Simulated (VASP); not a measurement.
An input for Quantum ESPRESSO's pw.x (written as the equivalent of a VASP run, and not itself run):

```
&CONTROL
  calculation = 'vc-relax'
  pseudo_dir = './pseudo'
  outdir = './out'
  tprnfor = .true.
  tstress = .true.
  nstep = 60
  forc_conv_thr = 0.00039
/
&SYSTEM
  ibrav = 0
  nat = 2
  ntyp = 2
  ecutwfc = 92
  occupations = 'smearing'
  smearing = 'gaussian'
  degauss = 0.003675
  input_dft = 'vdw-df-cx'
/
&ELECTRONS
  conv_thr = 7.3e-08
  electron_maxstep = 100
/
&IONS
/
&CELL
/
ATOMIC_SPECIES
  Cu 63.546 Cu.upf
  Cl 35.450 Cl.upf
CELL_PARAMETERS angstrom
     0.0000000    2.6655789    2.6655789
     2.6655789    0.0000000    2.6655789
     2.6655789    2.6655789    0.0000000
ATOMIC_POSITIONS crystal
  Cu   0.0000000  0.0000000  0.0000000
  Cl   0.2500000  0.2500000  0.2500000
K_POINTS automatic
  8 8 8 0 0 0
```

Q: Write the VASP files for the same calculation (vdW-DF-cx).

A: One answer among several that fit: 
File POSCAR:
```
CuCl
1.0
  0.0000000000   2.6655788809   2.6655788809
  2.6655788809   0.0000000000   2.6655788809
  2.6655788809   2.6655788809   0.0000000000
Cu Cl
1 1
Direct
  0.0000000000   0.0000000000   0.0000000000
  0.2500000000   0.2500000000   0.2500000000
```

INCAR:
```
AGGAC = 0.0
ALGO = Normal
EDIFF = 1E-6
EDIFFG = -0.01
ENCUT = 520
GGA = CX
IBRION = 2
ISIF = 3
ISMEAR = 0
LASPH = .TRUE.
LCHARG = .FALSE.
LMAXMIX = 4
LREAL = .FALSE.
LUSE_VDW = .TRUE.
LWAVE = .FALSE.
NELM = 100
NSW = 60
PREC = Accurate
SIGMA = 0.05
SYSTEM = CuCl
```

### KPOINTS
```
kpoints
0
gamma
  8 8 8
```

POTCAR, in this order: Cu Cl (PBE.64 set). Program: vasp_std.

The two are equivalent in intent, not identical: the potentials are each code's own (VASP's PAW set, PseudoDojo norm-conserving files in pw.x), so ENCUT and ecutwfc are chosen apart and not converted; conv_thr bounds pw.x's estimated SCF error, while EDIFF bounds the energy change between steps; forc_conv_thr acts on force components and is met together with etot_conv_thr.

The compound is CuCl in the zinc blende structure. It was relaxed first. The start is the result of an earlier pass.
